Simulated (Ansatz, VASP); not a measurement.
# PbO2: VASP beside Ansatz

Wanted: the spread between two codes on one cell, functional and k mesh.

Main program and level: Ansatz 0.2.0; plane waves, with VASP 6.6.1 beside it; single point at PBE and electric field gradients at PBEsol.

### 1. Set-up

Symmetry: P4_2/mnm, No. 136, tetragonal system. Conventional cell: a = 4.995 Å, b = 4.995 Å, c = 3.409 Å, α = 90.00°, β = 90.00°, γ = 90.00°. Nearest to Pb lie 6 O at 2.17 to 2.18 Å. O has 3 Pb at 2.17 to 2.18 Å nearest. Farther neighbours and most contacts between anions are not listed.

Structure file:

```xyz
6
Lattice="4.9950 0.0000 0.0000 0.0000 4.9950 0.0000 0.0000 0.0000 3.4090" Properties=species:S:1:pos:R:3 pbc="T T T"
Pb    2.4975    2.4975    1.7045
Pb    0.0000    0.0000    0.0000
O     3.4594    3.4594    0.0000
O     4.0331    0.9619    1.7045
O     0.9619    4.0331    1.7045
O     1.5356    1.5356    0.0000
```

### 2. VASP: single point, PBE

With cell and atoms fixed, the geometry can't cause a difference; cores, projectors, grids and the points listed under the comparison can.

Lines of VASP's logs that name or quote its potential files are left out, and so is its time.

The input, INCAR:

```
SYSTEM = PbO2
PREC = Accurate
ENCUT = 520
EDIFF = 1E-06
NELM = 100
ISMEAR = -1
SIGMA = 0.05
LREAL = .FALSE.
ALGO = Normal
GGA = PE
LORBIT = 11
LWAVE = .FALSE.
LCHARG = .TRUE.
ISIF = 2
LELF = .TRUE.
LVHAR = .TRUE.
```

The input, POSCAR:

```
PbO2
1.0
    4.9949598700      0.0000000000      0.0000000000
    0.0000000000      4.9949598700      0.0000000000
    0.0000000000      0.0000000000      3.4090009600
Pb O
2 4
Direct
    0.5000000000      0.5000000000      0.5000000000
    0.0000000000      0.0000000000      0.0000000000
    0.6925710400      0.6925710400      0.0000000000
    0.8074289600      0.1925710400      0.5000000000
    0.1925710400      0.8074289600      0.5000000000
    0.3074289600      0.3074289600      0.0000000000
```

The input, KPOINTS:

```
Automatic mesh
0
Gamma
6 6 8
0 0 0
```

The projector-augmented-wave data sets are Pb_d and O (PBE family, release 64).

Run with:

```sh
$ mpirun -np 2 vasp_std
```

Numbers of over 12 decimals in the logs are rounded to 6 here.

Output:

```text
[banner, memory and clock lines left out]
running    2 mpi-ranks, on    1 nodes
 distrk:  each k-point on    2 cores,    1 groups
 distr:  one band on    1 cores,    2 groups

 POSCAR found type information on POSCAR PbO
 POSCAR found :  2 types and       6 ions
 LDA part: xc-table for (Slater+PW92), standard interpolation
 POSCAR, INCAR and KPOINTS ok, starting setup
 FFT: planning ... GRIDC
 FFT: planning ... GRID_SOFT
 FFT: planning ... GRID
 WAVECAR not read
 entering main loop
       N       E                     dE             d eps       ncg     rms          rms(c)
DAV:   1     0.686614466078E+03    0.68661E+03   -0.26473E+04  3200   0.198E+03
DAV:   2     0.528008204534E+02   -0.63381E+03   -0.60863E+03  3560   0.543E+02
DAV:   3    -0.338879399922E+02   -0.86689E+02   -0.84933E+02  4104   0.220E+02
DAV:   4    -0.374097082948E+02   -0.35218E+01   -0.35114E+01  3856   0.487E+01
DAV:   5    -0.375595818007E+02   -0.14987E+00   -0.14984E+00  4432   0.936E+00    0.141E+01
DAV:   6    -0.317878837440E+02    0.57717E+01   -0.23667E+01  5056   0.558E+01    0.452E+00
DAV:   7    -0.318195864101E+02   -0.31703E-01   -0.17720E+00  3680   0.103E+01    0.277E+00
DAV:   8    -0.318159225400E+02    0.36639E-02   -0.46353E-01  5032   0.682E+00    0.121E+00
DAV:   9    -0.317854450780E+02    0.30477E-01   -0.11664E-01  5192   0.438E+00    0.134E-01
DAV:  10    -0.317870973967E+02   -0.16523E-02   -0.10758E-02  3640   0.591E-01    0.122E-01
DAV:  11    -0.317870711384E+02    0.26258E-04   -0.34567E-04  4904   0.176E-01    0.446E-02
DAV:  12    -0.317870592462E+02    0.11892E-04   -0.52004E-05  4872   0.552E-02    0.162E-02
DAV:  13    -0.317870545569E+02    0.46893E-05   -0.23791E-05  4040   0.557E-02    0.553E-03
DAV:  14    -0.317870551681E+02   -0.61118E-06   -0.24611E-06  2992   0.161E-02
   1 F= -.31787055E+02 E0= -.31785062E+02  d E =-.398569E-02
```

OUTCAR, selected parts (step 2):

```text
ion  position               nearest neighbor table
   1  0.500  0.500  0.500-   4 2.17   5 2.17   3 2.18   6 2.18   3 2.18   6 2.18   2 3.92   2 3.92
                             2 3.92   2 3.92   2 3.92   2 3.92   2 3.92   2 3.92
   2  0.000  0.000  0.000-   3 2.17   6 2.17   5 2.18   4 2.18   4 2.18   5 2.18   1 3.92   1 3.92
                             1 3.92   1 3.92   1 3.92   1 3.92   1 3.92   1 3.92
   3  0.693  0.693  0.000-   2 2.17   1 2.18   1 2.18
   4  0.807  0.193  0.500-   1 2.17   2 2.18   2 2.18
   5  0.193  0.807  0.500-   1 2.17   2 2.18   2 2.18
   6  0.307  0.307  0.000-   2 2.17   1 2.18   1 2.18

  LATTYP: Found a simple tetragonal cell.
 ALAT       =     4.9949598700
 C/A-ratio  =     0.6824881578

 Subroutine GETGRP returns: Found 16 space group operations
 (whereof  8 operations were pure point group operations)

The static configuration has the point symmetry D_2h.
 The point group associated with its full space group is D_4h.

 Found     50 irreducible k-points:

   k-points           NKPTS =     50   k-points in BZ     NKDIM =     50   number of bands    NBANDS=     32

   dimension x,y,z NGX =    40 NGY =   40 NGZ =   28
   dimension x,y,z NGXF=    80 NGYF=   80 NGZF=   56

   ENCUT  =  520.0 eV  38.22 Ry    6.18 a.u.   9.29  9.29  6.34*2*pi/ulx,y,z

   NELECT =      52.0000    total number of electrons

 k-points in reciprocal lattice and weights: Automatic mesh
   0.00000000  0.00000000  0.00000000       0.003
   0.16666667  0.00000000  0.00000000       0.014
   0.33333333  0.00000000  0.00000000       0.014
   0.50000000  0.00000000  0.00000000       0.007
   0.16666667  0.16666667  0.00000000       0.014
   0.33333333  0.16666667  0.00000000       0.028
   0.50000000  0.16666667  0.00000000       0.014
   0.33333333  0.33333333  0.00000000       0.014
   0.50000000  0.33333333  0.00000000       0.014
[...]
0.50000000  0.33333333  0.50000000       0.014
   0.50000000  0.50000000  0.50000000       0.003

 average (electrostatic) potential at core
       1 -91.3526       2 -91.3526       3 -69.6485       4 -69.6485       5 -69.6485
       6 -69.6485

 E-fermi :   4.2542

 k-point     1 :       0.0000    0.0000    0.0000
  band No.  band energies     occupation
    ...
     23       3.5877      2.00000
     24       3.5877      2.00000
     25       3.6093      1.99999
     26       3.6093      1.99999
     27       4.2879      0.67499
     28       8.4257      0.00000
     29      10.0863      0.00000
     30      10.0863      0.00000
     31      13.8826      0.00000
     32      14.1252      0.00000

 k-point     2 :       0.1667    0.0000    0.0000
  band No.  band energies     occupation
    ...
     23       3.5716      2.00000
     24       3.5811      2.00000
     25       3.6399      1.99999
     26       4.1543      1.76105
     27       4.2670      0.87310
     28       8.2048      0.00000
     29      10.1959      0.00000
     30      10.2434      0.00000
     31      13.8687      0.00000
     32      14.3577      0.00000

 k-point     3 :       0.3333    0.0000    0.0000
  band No.  band energies     occupation
    ...
     22       3.2359      2.00000
     23       3.5502      2.00000
     24       3.5649      2.00000
     25       3.7194      1.99995
     26       3.9682      1.99346
     27       5.3929      0.00000
     28       7.5758      0.00000
     29      10.4818      0.00000
     30      10.5571      0.00000
     31      13.8481      0.00000
    ...

  Total        2.9412741      2.9412741      3.6200212      0.0000000      0.0000000      0.0000000
  in kB       55.4057639     55.4057639     68.1915510      0.0000000      0.0000000      0.0000000
  external PRESSURE =      59.6676930 kB  Pullay stress =       0.0000000 kB

  energy-cutoff  :      520.00
  volume of cell :       85.05
      direct lattice vectors                 reciprocal lattice vectors
     4.994959870  0.000000000  0.000000000     0.200201809  0.000000000  0.000000000
     0.000000000  4.994959870  0.000000000     0.000000000  0.200201809  0.000000000
     0.000000000  0.000000000  3.409000960     0.000000000  0.000000000  0.293341073

 POSITION                                       TOTAL-FORCE (eV/Angst)
 -----------------------------------------------------------------------------------
      2.49748      2.49748      1.70450         0.000000      0.000000      0.000000
      0.00000      0.00000      0.00000         0.000000      0.000000      0.000000
      3.45936      3.45936      0.00000         0.034252      0.034252      0.000000
      4.03308      0.96188      1.70450        -0.034252      0.034252      0.000000
      0.96188      4.03308      1.70450         0.034252     -0.034252     -0.000000
      1.53560      1.53560      0.00000        -0.034252     -0.034252     -0.000000
 -----------------------------------------------------------------------------------
    total drift:                               -0.000000      0.000000      0.000000

  FREE ENERGIE OF THE ION-ELECTRON SYSTEM (eV)
  ---------------------------------------------------
  free  energy   TOTEN  =       -31.7870551681 eV

  energy  without entropy=      -31.7830694743  energy(sigma->0) =      -31.78506232

 total charge
# of ion       s       p       d       tot
------------------------------------------
    1        1.038   0.776  10.032  11.846
    2        1.038   0.776  10.032  11.846
    3        1.579   3.392   0.000   4.971
    4        1.579   3.392   0.000   4.971
    5        1.579   3.392   0.000   4.971
    6        1.579   3.392   0.000   4.971
--------------------------------------------------
tot          8.393  15.121  20.064  43.578

[... 3 further parts left out ...]
```

The gap is under twice the smearing width, so the edge states are partly filled and the run can't tell a small gap from a semimetal. At this level the cell is under a pressure of 6.0 GPa, so at these settings it is away from equilibrium.

### 3. Ansatz: single point, PBE

Ansatz runs on its default PAW (the set named soft_2) files.

The same cell, functional, mesh and smearing now go to Ansatz, which takes its cutoff from its data sets.

The input, input.yaml:

```yaml
crystal:
  lattice:
    - [4.99495987, 0.0, 0.0]
    - [0.0, 4.99495987, 0.0]
    - [0.0, 0.0, 3.40900096]
  atoms:
    - { symbol: Pb, position: [0.5, 0.5, 0.5] }
    - { symbol: Pb, position: [0.0, 0.0, 0.0] }
    - { symbol: O, position: [0.69257104, 0.69257104, 0.0] }
    - { symbol: O, position: [0.80742896, 0.19257104, 0.5] }
    - { symbol: O, position: [0.19257104, 0.80742896, 0.5] }
    - { symbol: O, position: [0.30742896, 0.30742896, 0.0] }
hamiltonian:
  xc: pbe
  pseudopotentials: { kind: paw }
kpoints:
  mp_grid: { grid: [6, 6, 8] }
scf:
  occupations: { method: fermi_dirac, width: 0.05 }
  n_extra_bands: 5
output:
  forces: true
  stress: true
  eigenvalues: true
  write_density: true
  write_potential: true
  elf: true
  volumetric_format: npy
```

Run with:

```sh
$ ansatz run input.yaml --threads 4 --pin off --max-ram 9216MiB --backend cpu --events-out ev --progress --plain --runs-dir out
```

Output:

```text
scf.n_extra_bands = 5 over 26 filled bands (N_el = 52.0): the run solves 31 bands
Engine: ansatz 0.2.0, aarch64-unknown-linux-gnu
Pseudopotentials: kind: paw
Pseudopotential: Pb, paw, valence charge 14, recommended cutoff 420 eV (normal), Pb.paw.azcp
Pseudopotential: O, paw, valence charge 6, recommended cutoff 420 eV (normal), O.paw.azcp
Functional definition: PBE
  parameter kappa = 0.804
  parameter beta = 0.066725
  exchange = pbe_x(kappa = kappa, mu = beta*pi^2/3)
  correlation = pbe_c(beta = beta)
Crystal: 6 atoms, lattice volume = 85.053 Å³
Basis set: ecut = 420 eV, 1663 PW (Γ), exchange–correlation on 72×72×48 points (8 copies of the dense FFT grid, shifted against one another)
Bands: 31, of which v1, the nominal top of the filled ones, is band 26 counted from 1 (25 counted from 0)
Symmetry: 16 space group operations
Space group: P42/mnm (ITA 136), of the structure as read, at distance tolerance 4.4e-5 Å
k-points: 50 of 288
Non-local potential: Pb, projectors of the file, l = 0: 2, l = 1: 2, l = 2: 2, l = 3: 2
Non-local potential: O, projectors of the file, l = 0: 2, l = 1: 2, l = 2: 1
PAW form: soft (Blöchl's): semilocal exchange-correlation on the pseudo side does not see the compensation charge
PAW one-centre angular grid: Pb, 590 points (default); XC on 64 Gauss nodes
PAW one-centre angular grid: O, 110 points (default); XC on 64 Gauss nodes
Initial density: superposition of atomic densities (neutral atoms: chi_scale 0, normalization atom), corrected by the library's trained network
Initial wavefunctions: pseudopotential atomic-orbital guess
Functional: x = pbe(κ = 0.804, μ = 0.219515), c = pbe(β = 0.066725)
SCF iter   1: F=—  HF=-26077.395612 eV  |F-HF|=—  |Δ(HF+E_count)|=         —  Δρ=3.49e-3  dr2=7.63e-3  ethr=1.77e-3  ⟨swp⟩=6.6  Hψ=7128  notcnv=0
preconditioner: auto → Kerker (q_TF=auto, 2.513 Å⁻¹)  [metal: Δε(μ)=0.100 eV  Ē_g=15.629 eV  σ=0.050 eV  W_gap=0.44  n_scr=18 (ndim 8)  ℏωp=29.0 eV  f_vac=0.057  D(μ)=0.41/eV (n_scr^D=0)]
SCF iter   2: F=—  HF=-26077.395901 eV  |F-HF|=—  |Δ(HF+E_count)|=   2.89e-4  Δρ=1.49e-3  dr2=1.19e-3  ethr=1.47e-5  ⟨swp⟩=2.0  Hψ=3283  notcnv=0  defer=18
SCF iter   3: F=—  HF=-26077.396229 eV  |F-HF|=—  |Δ(HF+E_count)|=   3.27e-4  Δρ=7.00e-4  dr2=4.74e-4  ethr=2.28e-6  ⟨swp⟩=1.2  Hψ=1576  notcnv=0  defer=18
SCF iter   4: F=—  HF=-26077.396404 eV  |F-HF|=—  |Δ(HF+E_count)|=   1.75e-4  Δρ=1.96e-4  dr2=4.60e-5  ethr=9.11e-7  ⟨swp⟩=2.2  Hψ=2282  notcnv=0  defer=18
SCF iter   5: F=—  HF=-26077.396241 eV  |F-HF|=—  |Δ(HF+E_count)|=   1.63e-4  Δρ=4.70e-5  dr2=3.47e-6  ethr=8.85e-8  ⟨swp⟩=2.2  Hψ=2288  notcnv=0  defer=18
SCF iter   6: F=—  HF=-26077.396242 eV  |F-HF|=—  |Δ(HF+E_count)|=   1.45e-6  Δρ=1.94e-5  dr2=5.41e-7  ethr=6.68e-9  ⟨swp⟩=2.7  Hψ=2810  notcnv=0  defer=18
SCF iter   7: F=-26077.396242 eV  HF=-26077.396242 eV  |F-HF|=3.31e-8  |Δ(HF+E_count)|=   3.03e-7  Δρ=4.98e-6  dr2=3.00e-8  ethr=1.92e-10  ⟨swp⟩=16.0  Hψ=13756  notcnv=0
SCF 1 converged in 7 iterations: F = -26077.396242 eV  dr2 = 3.00e-8
  greatest PAW one-centre occupation: 0.988 electrons in one spin orbital (limit 2), on the Pb atom at site 0 (counted from 0), in its partial waves of l = 2
SCF converged after 7 iterations
Free energy (F): -26077.396242 eV
Harris-Foulkes:  -26077.396242 eV  (|F-HF|=3.31e-8)
Internal energy: -26077.392442 eV  (E = F + TS)
E sigma→0 (E₀):  -26077.394342 eV
Entropy (-TS):   -0.003800 eV (-0.633 meV/atom)
Fermi energy:    7.952848 eV
--- Per-component energies (eV) ---
  E_band       = -86.608235
  E_kinetic    = 1281.915171
  E_local      = -3438.003112  (includes V_loc(G=0)·N_el)
  E_nonlocal   = 904.308846
  E_hartree    = 1323.211964
  E_xc         = -726.626408
  E_vxc        = -630.154614  (∫ρ·V_xc dr)
  E_paw        = -21468.294913  (= ΣΔE_a)
  E_vpaw       = -851.109835  (= ΣTr[D̂ρ^β])
  E_aug_tail   = 0.009632  (compensation charges beyond the density's cutoff)
  E_ewald      = -3953.913622
  E_smearing   = -0.003800  (= −TS)
  E_closure    = 0.000000  (closes the sum)
  Σ components = -26077.396242   (vs F -26077.396242, Δ=0.00e0)
--- Forces (eV/Å), atoms counted from 1 ---
  atom   1  Pb     0.00000000     0.00000000     0.00000000
  atom   2  Pb     0.00000000    -0.00000000     0.00000000
  atom   3  O      0.02856099     0.02856099     0.00000000
  atom   4  O     -0.02856099     0.02856099     0.00000000
  atom   5  O      0.02856099    -0.02856099     0.00000000
  atom   6  O     -0.02856099    -0.02856099     0.00000000
  max |Σ_I F_I| component: 1.04e-17 eV/Å
--- Stress (GPa, compression-positive) ---
        5.335371       0.000000       0.000000
        0.000000       5.335371       0.000000
        0.000000       0.000000       6.440415
  P = ⅓ Tr σ = 5.7037 GPa (57.037 kbar)
--- Band table (eV; the first three rows and the last of 50) ---
  k-point 0: bands = [... 22 lower, 7.3029, 7.3029, 7.3100, 7.3100, 7.9780, 12.1570, 13.8063, 13.8063, ... 1 higher]
  k-point 1: bands = [... 22 lower, 6.7712, 7.3952, 7.3952, 7.8789, 8.1823, 12.2716, 14.3614, 14.3614, ... 1 higher]
  k-point 2: bands = [... 22 lower, 6.1190, 7.3456, 7.3456, 7.6049, 9.6258, 12.3900, 15.5888, 15.5888, ... 1 higher]
  k-point 49: bands = [... 22 lower, 7.2352, 7.2352, 7.3786, 7.3786, 10.7372, 10.7372, 16.2506, 16.2506, ... 1 higher]
```

It took 5.5 s on 4 threads of Arm Neoverse N1, shared host; peak memory 0.43 GiB; 20 s of CPU time.

The column dr2 measures how far the density is from self-consistency, as an energy; F and HF (Harris–Foulkes) agree once it is small.

The run ends at a pressure of 5.70 GPa, with forces up to 0.040 eV/Å.

### 4. Comparison

Known differences besides the potentials themselves: the cutoff is 420 eV in Ansatz and 520 eV in VASP; VASP leaves aspherical gradient terms in its spheres out (LASPH is not set), Ansatz keeps them. Total energies have different zeros and are not compared.

The two programs side by side:

```csv
quantity,Ansatz,VASP,difference
pressure (GPa),5.70,5.97,-0.26
pressure without Ansatz's Pulay correction (GPa),5.12,5.97,-0.84
```

Forces (eV/Å; atoms numbered as in POSCAR):

```csv
atom,"Ansatz x, y, z","VASP x, y, z"
Pb1,"0.000, 0.000, 0.000","0.000, 0.000, 0.000"
Pb2,"0.000, 0.000, 0.000","0.000, 0.000, 0.000"
O3,"0.029, 0.029, 0.000","0.034, 0.034, 0.000"
O4,"-0.029, 0.029, 0.000","-0.034, 0.034, 0.000"
O5,"0.029, -0.029, 0.000","0.034, -0.034, 0.000"
O6,"-0.029, -0.029, 0.000","-0.034, -0.034, 0.000"
```

The forces differ by 3.8 meV/Å r.m.s., which is 16.6 % of the r.m.s. force of 0.02 eV/Å (both taken over all components). Ansatz's pressure holds a Pulay correction of 0.58 GPa; VASP's holds none.

[end of part 1 of 2]

[Lines on the potential files, build, host, timing and source positions are cut from VASP's logs without a mark.]

[Logs are printed without paths, hosts, clocks, repeated set-up lines and the standing remarks that a program may print on its own settings, such as how far it seeks lower states.]

[Hosts, paths, dates, database ids (printed as entryN), source tags and the programs' standing remarks are cut or masked in the printed files.]
